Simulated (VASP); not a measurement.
VASP ran on this input.

### KPOINTS
```
Automatic mesh
0
gamma
7 7 7
```

File POSCAR:
```
BaS
1
    0.0000000000     3.2249774642     3.2249774642
    3.2249774642     0.0000000000     3.2249774642
    3.2249774642     3.2249774642     0.0000000000
Ba S
1 1
Direct
  0.0000000000   0.0000000000   0.0000000000
  0.5000000000   0.5000000000   0.5000000000
```

**INCAR**
```
SYSTEM = BaS
PREC = Accurate
ENCUT = 520
EDIFF = 1E-7
NELM = 100
ALGO = Normal
LREAL = .FALSE.
LASPH = .TRUE.
ISMEAR = 0
SIGMA = 0.05
GGA = 91
LMAXMIX = 4
LWAVE = .FALSE.
LCHARG = .FALSE.
ISIF = 2
```

POTCAR, in this order: Ba_sv S (PBE.64 set). Program: vasp_std.

Q: Translate this PW91 calculation to Quantum ESPRESSO's pw.x.

A: One equivalent input (not run):
```
&CONTROL
  calculation = 'scf'
  pseudo_dir = './pseudo'
  outdir = './out'
  tprnfor = .true.
  tstress = .true.
/
&SYSTEM
  ibrav = 0
  nat = 2
  ntyp = 2
  ecutwfc = 56.6
  occupations = 'smearing'
  smearing = 'gaussian'
  degauss = 0.003675
  input_dft = 'pw91'
/
&ELECTRONS
  conv_thr = 7.3e-09
  electron_maxstep = 100
/
ATOMIC_SPECIES
  Ba 137.327 Ba.upf
  S 32.060 S.upf
CELL_PARAMETERS angstrom
     0.0000000    3.2249775    3.2249775
     3.2249775    0.0000000    3.2249775
     3.2249775    3.2249775    0.0000000
ATOMIC_POSITIONS crystal
  Ba   0.0000000  0.0000000  0.0000000
  S    0.5000000  0.5000000  0.5000000
K_POINTS automatic
  7 7 7 0 0 0
```
What does not carry over: the potentials are each code's own (VASP's PAW set, PseudoDojo norm-conserving files in pw.x), so ENCUT and ecutwfc are chosen apart and not converted; conv_thr bounds pw.x's estimated SCF error, while EDIFF bounds the energy change between steps.

The compound is BaS in the rock salt structure. It was relaxed first.
